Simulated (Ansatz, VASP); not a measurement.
## AsS5: VASP beside Ansatz

```
CELL_PARAMETERS angstrom
4.66052 0.00000 0.00000
-2.33026 4.03613 0.00000
0.00000 0.00000 7.09943
ATOMIC_POSITIONS crystal
As 0.00000 0.00000 0.00000
S 0.00000 0.73777 0.50000
S 0.73777 0.00000 0.50000
S 0.26223 0.26223 0.50000
S 0.66667 0.33333 0.00000
S 0.33333 0.66667 0.00000
```

Change from the starting cell: species swapped into the Mg5Zn type (P-62m, No. 189).

Alike in both runs: functional PBE; k mesh 6 × 6 × 4; occupations gaussian, width 0.1 eV; no spin polarisation.

Ansatz relaxed the structure, and its values are those at the end. VASP's run is a single point on that final structure, the one shown.

|  | VASP | Ansatz |
| --- | --- | --- |
| version | VASP 6.6.1 | Ansatz 0.2.0 |
| potentials or method | VASP PAW PBE potentials, release 64 (As, S) | scalar-relativistic, plane waves, PAW |
| plane-wave cutoff (eV) | 520 | 420 |
| valence electrons in the cell | 35 | 45 |

|  | VASP | Ansatz | Ansatz less VASP |
| --- | --- | --- | --- |
| gap on the k mesh at the Fermi level (eV) | none | none | - |
| pressure (GPa) | -0.3 | 0.0 | +0.31 |
| rms of the force components (eV/Å) | 0.084 | 0.003 | -0.0805 |

A gap of «none» marks a metal or a gap that the smearing closes. The two sets of potentials don't hold the same shells in valence.

Caveats: this functional lacks dispersion, which binds the layers, so the pressure and a relaxed spacing across them are unreliable.
